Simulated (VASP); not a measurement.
# ZnB (P4/mmm) in VASP: a series of runs, part 2 of 2

VASP 6.6.1. The steps go on from the part before.

### Step 4. Single point, PBE (species swapped into the ZnNi type (P4/mmm, No. 123))

INCAR

```
SYSTEM = ZnB
  PREC = Accurate
  ENCUT = 520
  EDIFF = 1E-6
  ISMEAR = 0
  SIGMA = 0.1
  LREAL = .FALSE.
  LASPH = .TRUE.
  NELM = 60
  ALGO = Normal
  ISIF = 2
  LWAVE = .FALSE.
  LCHARG = .TRUE.
  GGA = PE
  LELF = .TRUE.
  LVHAR = .TRUE.
  NBANDS = 14
```

KPOINTS

```
regular mesh
0
G
  6 6 6
  0 0 0
```

POSCAR

```
ZnB
1.0
    2.6647638100      0.0000000000      0.0000000000
    0.0000000000      2.6647638100      0.0000000000
    0.0000000000      0.0000000000      3.1096544300
Zn B
1 1
Direct
    0.5000000000      0.5000000000      0.5000000000
    0.0000000000      0.0000000000      0.0000000000
```

Potentials or basis: VASP PAW PBE potentials, release 64 (Zn, B).

Command:

```bash
$ cat potpaw_PBE.64/Zn/POTCAR potpaw_PBE.64/B/POTCAR > POTCAR
$ mpirun -np 1 vasp_std > vasp.out
```

OUTCAR:

```text
SYSTEM = ZnB
   PREC = Accurate
   ENCUT = 520
   EDIFF = 1E-6
   ISMEAR = 0
   LREAL = .FALSE.
   LASPH = .TRUE.
   NELM = 60
   ISIF = 2
   GGA = PE

 ion  position               nearest neighbor table
   1  0.500  0.500  0.500-   2 2.44   2 2.44   2 2.44   2 2.44   2 2.44   2 2.44   2 2.44   2 2.44

   2  0.000  0.000  0.000-   1 2.44   1 2.44   1 2.44   1 2.44   1 2.44   1 2.44   1 2.44   1 2.44

  LATTYP: Found a simple tetragonal cell.
 ALAT       =     2.6647638100
 C/A-ratio  =     1.1669531154

  Lattice vectors:

 A1 = (   2.6647638100,   0.0000000000,   0.0000000000)
 A2 = (   0.0000000000,   2.6647638100,   0.0000000000)
 A3 = (   0.0000000000,   0.0000000000,   3.1096544300)

Analysis of symmetry for initial positions (statically):
=====================================================================
 Subroutine PRICEL returns:
 Original cell was already a primitive cell.

 Routine SETGRP: Setting up the symmetry group for a
 simple tetragonal supercell.

 Subroutine GETGRP returns: Found 16 space group operations
 (whereof 16 operations were pure point group operations)
 out of a pool of 16 trial point group operations.

The static configuration has the point symmetry D_4h.

Analysis of symmetry for dynamics (positions and initial velocities):
=====================================================================
 Subroutine PRICEL returns:
 Original cell was already a primitive cell.

 Routine SETGRP: Setting up the symmetry group for a
 simple tetragonal supercell.

 Subroutine GETGRP returns: Found 16 space group operations
 (whereof 16 operations were pure point group operations)
 out of a pool of 16 trial point group operations.

The dynamic configuration has the point symmetry D_4h.

 Subroutine INISYM returns: Found 16 space group operations
 (whereof 16 operations are pure point group operations),
 and found     1 'primitive' translations

----------------------------------------------------------------------------------------

                                     Primitive cell

[... 122 lines left out ...]
 Gauss-broadening in eV      SIGMA  =   0.10
  energy-cutoff  :      520.00
  volume of cell :       22.08
 maximum number of plane-waves:       616
 NGX is ok and might be reduce to    20
   NGX =  9   NGY =  9   NGZ = 11

 number of electron      15.0000016 magnetization

 Free energy of the ion-electron system (eV)
  ---------------------------------------------------
  ext. energy  EPLUGINS =         0.00000000
  ---------------------------------------------------
  free energy    TOTEN  =        -5.43972736 eV

  energy without entropy =       -5.43097900  energy(sigma->0) =       -5.43535318

 E-fermi :   4.7155     XC(G=0): -11.9293

 val. band max:        4.7093056675   @ k =   0.3333   0.1667   0.1667
 cond. band min:       4.7224691128   @ k =   0.1667   0.0000   0.0000
 fundamental gap:      0.0131634453
 Fermi energy:         4.7155438608

 k-point     1 :       0.0000    0.0000    0.0000
  band No.  band energies     occupation
      1      -8.0950      2.00000
      2      -3.5829      2.00000
      3      -3.4152      2.00000
      4      -2.6095      2.00000
      5      -2.6095      2.00000
      6      -2.5033      2.00000
      7       4.0604      2.00000
      8       7.9541      0.00000
      9       7.9541      0.00000
     10       9.5209      0.00000
     11      15.7320      0.00000
     12      16.0006      0.00000
     13      20.9070      0.00000
     14      22.5559      0.00000
[... 377 lines left out ...]
      1      -4.3084      2.00000
      2      -3.4869      2.00000
      3      -2.8468      2.00000
      4      -2.7682      2.00000
      5      -2.6435      2.00000
      6      -1.2363      2.00000
      7      -0.6088      2.00000
      8       3.1431      2.00000
      9       5.3546      0.00000
     10      10.4313      0.00000
     11      16.4613      0.00000
     12      18.4515      0.00000
     13      20.8058      0.00000
     14      21.4696      0.00000

 [... further k-points ...]

------------------------ aborting loop because EDIFF is reached ----------------------------------------

  FORCE on cell =-STRESS in cart. coord.  units (eV):
  Direction    XX          YY          ZZ          XY          YZ          ZX
  --------------------------------------------------------------------------------------
  -------------------------------------------------------------------------------------
  Total       -0.8274214     -0.8274214      1.3810480      0.0000000      0.0000000      0.0000000
  in kB      -60.0354508    -60.0354508    100.2050934      0.0000000      0.0000000      0.0000000
  external PRESSURE =      -6.6219360 kB  Pullay stress =       0.0000000 kB

 VOLUME and BASIS-vectors are now :
 -----------------------------------------------------------------------------
  energy-cutoff  :      520.00
  volume of cell :       22.08
      direct lattice vectors                 reciprocal lattice vectors
     2.664763810  0.000000000  0.000000000     0.375267780  0.000000000  0.000000000
     0.000000000  2.664763810  0.000000000     0.000000000  0.375267780  0.000000000
     0.000000000  0.000000000  3.109654430     0.000000000  0.000000000  0.321579141

 POSITION                                       TOTAL-FORCE (eV/Angst)
 -----------------------------------------------------------------------------------
      1.33238      1.33238      1.55483         0.000000      0.000000      0.000000
      0.00000      0.00000      0.00000         0.000000      0.000000      0.000000
 -----------------------------------------------------------------------------------
    total drift:                               -0.000000      0.000000      0.000000

  FREE ENERGIE OF THE ION-ELECTRON SYSTEM (eV)
  ---------------------------------------------------
  free  energy   TOTEN  =        -5.4397273591 eV

  energy  without entropy=       -5.4309789953  energy(sigma->0) =       -5.43535318
```

stdout:

```text
POSCAR found type information on POSCAR ZnB
 POSCAR found :  2 types and       2 ions
 scaLAPACK will be used
 LDA part: xc-table for (Slater+PW92), standard interpolation
 POSCAR, INCAR and KPOINTS ok, starting setup
 FFT: planning ... GRIDC
 FFT: planning ... GRID_SOFT
 FFT: planning ... GRID
 WAVECAR not read
 entering main loop
```

Wall time 5.7 s (1 thread of Intel Xeon Platinum 8559C (Emerald Rapids), shared host); peak memory 0.13 GiB.

Results:

| Quantity | Value |
| --- | --- |
| Free energy | -5.4397 eV |
| Pressure | -0.7 GPa |
| Band gap on the k mesh | none (metal or under the smearing width) |

Caveat: the k mesh is coarse (spacing up to 0.39 Å⁻¹), so the values aren't converged.

### Step 5. Single point, PBE

INCAR

```
ALGO     = Normal         # electronic algorithm
EDIFF    = 1E-7           # SCF threshold, eV
ENCUT    = 520            # plane-wave cutoff, eV
GGA      = PE             # functional
ISIF     = 2              # what is computed and relaxed
ISMEAR   = 1              # smearing method
LASPH    = True           # aspherical terms in the spheres
LCHARG   = False          # write CHGCAR
LREAL    = False          # projectors in reciprocal space
LWAVE    = False          # write WAVECAR
NBANDS   = 14             # bands
NELM     = 60             # most SCF steps
PREC     = Accurate       # precision mode
SIGMA    = 0.1            # smearing width, eV
```

KPOINTS

```
k-points
0
Gamma
  20 20 18
```

POSCAR

```
ZnB
1.0
    2.5092254764      0.0000000000      0.0000000000
    0.0000000000      2.5092254764      0.0000000000
    0.0000000000      0.0000000000      3.3801825897
Zn B
1 1
Direct
    0.5000000000      0.5000000000      0.5000000000
    0.0000000000      0.0000000000      0.0000000000
```

Potentials or basis: VASP PAW PBE potentials, release 64 (Zn, B).

Command:

```bash
$ cat potpaw_PBE.64/Zn/POTCAR potpaw_PBE.64/B/POTCAR > POTCAR
$ mpirun -np 1 vasp_std > vasp.out
```

OUTCAR:

```text
EDIFF = 1E-7
   ENCUT = 520
   GGA = PE
   ISIF = 2
   ISMEAR = 1
   LASPH = True
   LREAL = False
   NELM = 60
   PREC = Accurate

 ion  position               nearest neighbor table
   1  0.500  0.500  0.500-   2 2.45   2 2.45   2 2.45   2 2.45   2 2.45   2 2.45   2 2.45   2 2.45

   2  0.000  0.000  0.000-   1 2.45   1 2.45   1 2.45   1 2.45   1 2.45   1 2.45   1 2.45   1 2.45

  LATTYP: Found a simple tetragonal cell.
 ALAT       =     2.5092254764
 C/A-ratio  =     1.3471019729

  Lattice vectors:

 A1 = (   2.5092254764,   0.0000000000,   0.0000000000)
 A2 = (   0.0000000000,   2.5092254764,   0.0000000000)
 A3 = (   0.0000000000,   0.0000000000,   3.3801825897)

Analysis of symmetry for initial positions (statically):
=====================================================================
 Subroutine PRICEL returns:
 Original cell was already a primitive cell.

 Routine SETGRP: Setting up the symmetry group for a
 simple tetragonal supercell.

 Subroutine GETGRP returns: Found 16 space group operations
 (whereof 16 operations were pure point group operations)
 out of a pool of 16 trial point group operations.

The static configuration has the point symmetry D_4h.

Analysis of symmetry for dynamics (positions and initial velocities):
=====================================================================
 Subroutine PRICEL returns:
 Original cell was already a primitive cell.

 Routine SETGRP: Setting up the symmetry group for a
 simple tetragonal supercell.

 Subroutine GETGRP returns: Found 16 space group operations
 (whereof 16 operations were pure point group operations)
 out of a pool of 16 trial point group operations.

The dynamic configuration has the point symmetry D_4h.

 Subroutine INISYM returns: Found 16 space group operations
 (whereof 16 operations are pure point group operations),
 and found     1 'primitive' translations

[... 122 lines left out ...]
   IVDW    =     0    specifies the selected vdW correction
   LEPSILON=     F    determine dielectric tensor
   LRPA    =     F    only Hartree local field effects (RPA)
 non-spin polarized calculation
 Methfessel and Paxton  Order N= 1 SIGMA  =   0.10
  energy-cutoff  :      520.00
  volume of cell :       21.28
 maximum number of plane-waves:       604
 NGX is ok and might be reduce to    20
   NGX =  9   NGY =  9   NGZ = 13

 number of electron      15.0000005 magnetization

 Free energy of the ion-electron system (eV)
  ---------------------------------------------------
  ext. energy  EPLUGINS =         0.00000000
  ---------------------------------------------------
  free energy    TOTEN  =        -5.52192046 eV

  energy without entropy =       -5.52191895  energy(sigma->0) =       -5.52191995

 E-fermi :   5.0106     XC(G=0): -12.1117

 val. band max:        5.0086495109   @ k =   0.3000   0.1500   0.0556
 cond. band min:       5.0229442600   @ k =   0.3000   0.2500   0.1111
 fundamental gap:      0.0142947491
 Fermi energy:         5.0105799739

 k-point     1 :       0.0000    0.0000    0.0000
  band No.  band energies     occupation
      1      -8.1000      2.00000
      2      -3.6974      2.00000
      3      -3.4498      2.00000
      4      -2.4035      2.00000
      5      -2.4035      2.00000
      6      -2.2328      2.00000
      7       2.4040      2.00000
      8       7.1625      0.00000
      9       9.8339      0.00000
     10       9.8339      0.00000
     11      18.1770      0.00000
     12      18.8064      0.00000
     13      21.2387      0.00000
     14      23.6743      0.00000
[... 377 lines left out ...]
      1      -7.0061      2.00000
      2      -3.4617      2.00000
      3      -3.1783      2.00000
      4      -2.8013      2.00000
      5      -2.4598      2.00000
      6      -2.4501      2.00000
      7       3.8694      2.00000
      8       5.9814     -0.00000
      9       7.8413      0.00000
     10       9.2865      0.00000
     11      17.8276      0.00000
     12      18.0472      0.00000
     13      19.4230      0.00000
     14      23.8584      0.00000

 [... further k-points ...]

------------------------ aborting loop because EDIFF is reached ----------------------------------------

  FORCE on cell =-STRESS in cart. coord.  units (eV):
  Direction    XX          YY          ZZ          XY          YZ          ZX
  --------------------------------------------------------------------------------------
  -------------------------------------------------------------------------------------
  Total        0.0568863      0.0568863      0.0449277      0.0000000      0.0000000     -0.0000000
  in kB        4.2825169      4.2825169      3.3822491      0.0000000      0.0000000     -0.0000000
  external PRESSURE =       3.9824276 kB  Pullay stress =       0.0000000 kB

 VOLUME and BASIS-vectors are now :
 -----------------------------------------------------------------------------
  energy-cutoff  :      520.00
  volume of cell :       21.28
      direct lattice vectors                 reciprocal lattice vectors
     2.509225476  0.000000000  0.000000000     0.398529351  0.000000000  0.000000000
     0.000000000  2.509225476  0.000000000     0.000000000  0.398529351  0.000000000
     0.000000000  0.000000000  3.380182590     0.000000000  0.000000000  0.295842007

 POSITION                                       TOTAL-FORCE (eV/Angst)
 -----------------------------------------------------------------------------------
      1.25461      1.25461      1.69009         0.000000      0.000000      0.000000
      0.00000      0.00000      0.00000         0.000000      0.000000      0.000000
 -----------------------------------------------------------------------------------
    total drift:                               -0.000000      0.000000      0.000000

  FREE ENERGIE OF THE ION-ELECTRON SYSTEM (eV)
  ---------------------------------------------------
  free  energy   TOTEN  =        -5.5219204552 eV

  energy  without entropy=       -5.5219189521  energy(sigma->0) =       -5.52191995
```

stdout:

```text
POSCAR found type information on POSCAR ZnB
 POSCAR found :  2 types and       2 ions
 scaLAPACK will be used
 LDA part: xc-table for (Slater+PW92), standard interpolation
 POSCAR, INCAR and KPOINTS ok, starting setup
 FFT: planning ... GRIDC
 FFT: planning ... GRID_SOFT
 FFT: planning ... GRID
 WAVECAR not read
 entering main loop
```

It took 74 s on 1 thread of Intel Xeon Platinum 8559C (Emerald Rapids), shared host; peak memory 0.31 GiB.

What came out:

- Free energy: -5.5219 eV
- Pressure: 0.4 GPa
- Band gap on the k mesh: none (metal or under the smearing width)

Stress tensor (GPa, compression positive):
```
0.43 0.00 0.00
0.00 0.43 0.00
0.00 0.00 0.34
```

Levels at points of the mesh, in eV from the Fermi level:
```csv
k point,band 3,band 4,band 5,band 6,band 7,band 8,band 9,band 10,band 11,band 12
"(0.00, 0.00, 0.00)",-8.46,-7.41,-7.41,-7.24,-2.61,2.15,4.82,4.82,13.17,13.80
"(0.50, 0.00, 0.00)",-8.20,-7.98,-7.72,-7.34,-5.35,2.19,5.57,6.46,6.85,7.10
"(0.50, 0.50, 0.00)",-7.99,-7.62,-6.88,-3.42,-3.42,-1.19,2.46,3.33,8.56,8.56
"(0.00, 0.00, 0.50)",-8.68,-7.51,-7.51,-7.36,-7.24,5.93,5.93,9.79,14.23,14.23
"(0.50, 0.00, 0.50)",-7.69,-7.39,-7.31,-5.25,-4.86,-3.52,-1.04,7.17,11.58,15.47
"(0.50, 0.50, 0.50)",-8.48,-7.29,-6.88,-0.90,-0.51,-0.51,1.58,2.30,2.30,3.94
```

### Step 6. The runs side by side

```csv
task,cell,k mesh,cutoff (eV),smearing,mesh quality,gap on the mesh (eV),pressure (GPa)
single point,"species swapped into the ZnNi type (P4/mmm, No. 123)",20 × 20 × 18,520,gaussian 0.1 eV,not flagged,none,0.4
relaxation of cell and atoms,"relaxed from: species swapped into the ZnNi type (P4/mmm, No. 123)",20 × 20 × 18,600,gaussian 0.1 eV,not flagged,none,0.1
single point,"species swapped into the ZnNi type (P4/mmm, No. 123)",6 × 6 × 6,520,gaussian 0.1 eV,coarse,none,-0.7
single point,as given,20 × 20 × 18,520,methfessel-paxton 0.1 eV,not flagged,none,0.4
```

Alike in all rows: level PBE; potentials or basis VASP PAW PBE potentials, release 64 (Zn, B); no spin polarisation.

Caveats: some runs use coarse meshes.

Absolute energies hang on the potentials; compare differences alone.
